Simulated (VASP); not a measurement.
```xyz
64
Lattice="7.1466 0.0000 0.0000 0.0000 7.1466 0.0000 0.0000 0.0000 7.1466" Properties=species:S:1:pos:R:3 pbc="T T T"
C      3.5733     0.0000     0.0000
C      4.4666     0.8933     0.8933
C      5.3599     1.7866     0.0000
C      6.2532     2.6800     0.8933
C      5.3599     0.0000     1.7866
C      6.2532     0.8933     2.6800
C      0.0000     0.0000     0.0000
C      0.8933     0.8933     0.8933
C      1.7866     1.7866     0.0000
C      2.7008     2.7254     0.9035
C      3.5733     3.5733     0.0000
C      4.4463     4.4711     0.9397
C      5.3599     5.3599     0.0000
C      6.2532     6.2532     0.8933
C      1.7866     0.0000     1.7866
C      2.6604     0.8571     2.7276
C      3.5240     1.8262     1.7720
C      4.5094     2.6700     2.6768
C      5.3546     3.6142     1.8009
C      6.2272     4.4843     2.6729
C      3.5733     0.0000     3.5733
C      4.4988     0.9071     4.5164
C      5.3626     1.7611     3.5260
C      6.2723     2.6596     4.4936
C      5.3599     0.0000     5.3599
C      6.2532     0.8933     6.2532
C      0.0000     3.5733     0.0000
C      0.8933     4.4666     0.8933
C      1.7866     5.3599     0.0000
C      2.6800     6.2532     0.8933
C      0.0000     1.7866     1.7866
C      0.8665     2.7094     2.6630
C      1.7392     3.6199     1.8315
C      2.7177     4.4868     2.6474
C      3.6038     5.3486     1.8078
C      4.4455     6.2128     2.6967
C      0.0000     0.0000     3.5733
C      0.8933     0.8933     4.4666
C      1.7833     1.7496     3.5775
C      2.6480     2.6710     4.4819
C      4.4213     4.4624     4.4279
C      5.3766     5.3258     3.5997
C      6.2532     6.2532     4.4666
C      1.7866     0.0000     5.3599
C      2.6800     0.8933     6.2532
C      3.5869     1.7609     5.3877
C      4.4236     2.7067     6.2468
C      5.4068     3.6005     5.3436
C      6.2532     4.4666     6.2532
C      0.0000     5.3599     1.7866
C      0.8933     6.2532     2.6800
C      0.0000     3.5733     3.5733
C      0.9342     4.4213     4.4729
C      1.8302     5.3219     3.5726
C      2.7029     6.2924     4.4173
C      0.0000     1.7866     5.3599
C      0.8933     2.6800     6.2532
C      1.7683     3.5865     5.3313
C      2.6816     4.4786     6.2253
C      3.5632     5.3842     5.3443
C      4.4666     6.2532     6.2532
C      0.0000     5.3599     5.3599
C      0.8933     6.2532     6.2532
O      3.5317     3.5821     3.5960
```
Cell charge -1.

Level of theory: PBE GGA, VASP's PBE PAW potentials (set 64) (plane waves; VASP). Run with PREC = Normal, LREAL = Auto, ISYM = 0, NELECT = 259.0, EDIFF = 1E-5, 400 eV cut-off, 1×1×1 Γ-centred mesh, Gaussian smearing of 0.050 eV, potentials C O. Starting moments (MAGMOM): 64*0.0156. The cell's moment is fixed (NUPDOWN = 1).

The cell is charged, with a uniform compensating background. The supercell is sampled at Γ alone, which is coarse: total energies, pressure and levels can be off, energies of defects by several tenths of an eV.

Problem. The ions are relaxed. Which structure does the run end with?

Solution. 
```xyz
64
Lattice="7.1466 0.0000 0.0000 0.0000 7.1466 0.0000 0.0000 0.0000 7.1466" Properties=species:S:1:pos:R:3 pbc="T T T"
C      3.5721     7.1299     0.0011
C      4.4626     0.8730     0.8718
C      5.3552     1.7872     7.1335
C      6.2671     2.6791     0.8801
C      5.3685     0.0006     1.7786
C      6.2755     0.8732     2.6838
C      7.1459     7.1439     0.0007
C      0.8979     0.8926     0.9001
C      1.7891     1.7867     0.0160
C      2.6951     2.6804     0.9146
C      3.5728     3.5718     0.0014
C      4.4643     4.4596     0.9005
C      5.3558     5.3530     7.1459
C      6.2555     6.2453     0.8912
C      1.7905     0.0043     1.7926
C      2.6843     0.9004     2.6867
C      3.5992     1.7701     1.7812
C      4.6277     2.5029     2.5192
C      5.3681     3.5438     1.7792
C      6.2469     4.4597     2.6829
C      3.5727     0.0124     3.5745
C      4.4607     0.9003     4.4628
C      5.3660     1.7701     3.5472
C      6.2325     2.6806     4.4514
C      5.3544     0.0041     5.3563
C      6.2465     0.8929     6.2489
C      7.1459     3.5652     0.0010
C      0.9037     4.4601     0.9054
C      1.7899     5.3522     0.0028
C      2.6828     6.2572     0.8890
C      0.0141     1.7870     1.7917
C      0.9129     2.6803     2.6974
C      1.8228     3.5741     1.8245
C      2.6769     4.5850     2.6781
C      3.5779     5.3879     1.7775
C      4.4740     6.2693     2.6737
C      7.1461     7.1302     3.5745
C      0.8698     0.8728     4.4655
C      1.7794     1.7699     3.6020
C      2.5181     2.5024     4.6300
C      4.4696     4.5853     4.4709
C      5.3702     5.3879     3.5696
C      6.2587     6.2572     4.4642
C      1.7770     7.1462     5.3702
C      2.6814     0.8727     6.2774
C      3.5455     1.7698     5.3685
C      4.4498     2.6805     6.2348
C      5.3227     3.5742     5.3244
C      6.2420     4.4602     6.2432
C      0.0010     5.3531     1.7910
C      0.8870     6.2574     2.6845
C      7.1462     3.5718     3.5742
C      0.8994     4.4587     4.4654
C      1.7759     5.3875     3.5787
C      2.6721     6.2685     4.4750
C      7.1308     1.7870     5.3574
C      0.8779     2.6787     6.2690
C      1.7778     3.5428     5.3698
C      2.6817     4.4589     6.2484
C      3.5682     5.3875     5.3715
C      4.4623     6.2574     6.2600
C      7.1450     5.3521     5.3570
C      0.8902     6.2441     6.2571
O      3.5724     3.9109     3.5752
```
Cell charge -1. The cell ends with 1.00 μB, on the first 30 sites 0.01 0.02 0.00 0.01 0.00 0.02 0.00 0.00 0.00 0.01 0.00 0.00 0.00 0.00 0.00 0.01 -0.01 0.23 0.00 0.00 0.00 0.01 -0.01 0.01 0.00 0.00 0.01 0.00 0.00 0.00 μB.

Problem. How much energy does the relaxation gain?

Solution. The energy (σ→0) changes by -77.8 meV/atom, in 37 ionic steps.

The cell is a supercell with a defect, built from C (diamond): O_C, charge -1.
